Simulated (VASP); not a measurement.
Method: r2SCAN meta-GGA, VASP's PBE PAW potentials (set 64) (plane waves; VASP).

A VASP calculation is set up with these files.

**POSCAR**
```
PbTe
1
    0.0000000000     3.2668887926     3.2668887926
    3.2668887926     0.0000000000     3.2668887926
    3.2668887926     3.2668887926    -0.0000000000
Te Pb
1 1
Direct
  0.5000000000   0.5000000000   0.5000000000
  0.0000000000   0.0000000000   0.0000000000
```

**KPOINTS**
```
Automatic mesh
0
Gamma
6 6 6
0 0 0
```

**INCAR**
```
# general
SYSTEM  = PbTe
PREC    = Accurate
ENCUT   = 520
LREAL   = .False.
LASPH   = .True.

# electronic loop
EDIFF   = 1E-6
NELM    = 100
ALGO    = Normal
LMAXMIX = 4
LMIXTAU = .True.

# smearing
ISMEAR  = 0
SIGMA   = 0.05

# functional
METAGGA = R2SCAN

# ions
IBRION  = 2
NSW     = 60
ISIF    = 3
EDIFFG  = -0.01

# output
LWAVE   = .False.
LCHARG  = .False.
```

POTCAR, in this order: Te Pb_d (PBE.64 set). Program: vasp_std.

Output of the run:

### OSZICAR
```
       N       E                     dE             d eps       ncg     rms          rms(c)
DAV:   1     0.800331338585E+02    0.80033E+02   -0.93846E+03   448   0.140E+03
DAV:   2    -0.749622295665E+02   -0.15500E+03   -0.15223E+03   466   0.344E+02
DAV:   3    -0.867758605845E+02   -0.11814E+02   -0.11658E+02   586   0.101E+02
DAV:   4    -0.870857916610E+02   -0.30993E+00   -0.30982E+00   528   0.200E+01
DAV:   5    -0.870975981938E+02   -0.11807E-01   -0.11806E-01   636   0.358E+00    0.314E+00
DAV:   6    -0.826406753254E+02    0.44569E+01   -0.19405E+00   526   0.271E+01    0.273E+00
DAV:   7    -0.825966452705E+02    0.44030E-01   -0.72120E-01   448   0.925E+00    0.164E+00
DAV:   8    -0.825946499683E+02    0.19953E-02   -0.78769E-01   448   0.528E+00    0.636E-01
DAV:   9    -0.826687885019E+02   -0.74139E-01   -0.65722E-02   454   0.225E+00    0.574E-01
DAV:  10    -0.826285937904E+02    0.40195E-01   -0.41585E-02   448   0.153E+00    0.978E-01
DAV:  11    -0.827005188014E+02   -0.71925E-01   -0.22587E-01   448   0.315E+00    0.213E-01
DAV:  12    -0.827023380910E+02   -0.18193E-02   -0.12574E-02   532   0.828E-01    0.141E-01
DAV:  13    -0.827045925990E+02   -0.22545E-02   -0.81294E-04   472   0.245E-01    0.104E-01
DAV:  14    -0.827052679993E+02   -0.67540E-03   -0.19585E-04   526   0.164E-01    0.639E-02
DAV:  15    -0.827063352755E+02   -0.10673E-02   -0.93588E-04   448   0.278E-01    0.318E-02
DAV:  16    -0.827063370903E+02   -0.18148E-05   -0.17672E-04   496   0.120E-01    0.141E-02
DAV:  17    -0.827063603114E+02   -0.23221E-04   -0.24051E-05   448   0.419E-02    0.170E-02
DAV:  18    -0.827063607338E+02   -0.42244E-06   -0.41294E-07   380   0.705E-03
   1 F= -.82706361E+02 E0= -.82706361E+02  d E =-.827064E+02
```

### OUTCAR
```
------------------------ aborting loop because EDIFF is reached ----------------------------------------
  FORCE on cell =-STRESS in cart. coord.  units (eV):
  Direction    XX          YY          ZZ          XY          YZ          ZX
  --------------------------------------------------------------------------------------
  Total        0.0142138      0.0142138      0.0142138     -0.0000000      0.0000000      0.0000000
  in kB        0.3265791      0.3265791      0.3265791     -0.0000000      0.0000000      0.0000000
  external PRESSURE =       0.3265791 kB  Pullay stress =       0.0000000 kB
  volume of cell :       69.73
      direct lattice vectors                 reciprocal lattice vectors
     0.000000000  3.266888793  3.266888793    -0.153050817  0.153050817  0.153050817
     3.266888793  0.000000000  3.266888793     0.153050817 -0.153050817  0.153050817
     3.266888793  3.266888793  0.000000000     0.153050817  0.153050817 -0.153050817
  FREE ENERGIE OF THE ION-ELECTRON SYSTEM (eV)
  ---------------------------------------------------
  free  energy   TOTEN  =       -82.7063607338 eV

  energy  without entropy=      -82.7063607338  energy(sigma->0) =      -82.70636073

 reached required accuracy - stopping structural energy minimisation
```
(Selected blocks of OUTCAR.)

The compound is PbTe in the rock salt structure. It was relaxed first. The start is the result of an earlier pass.
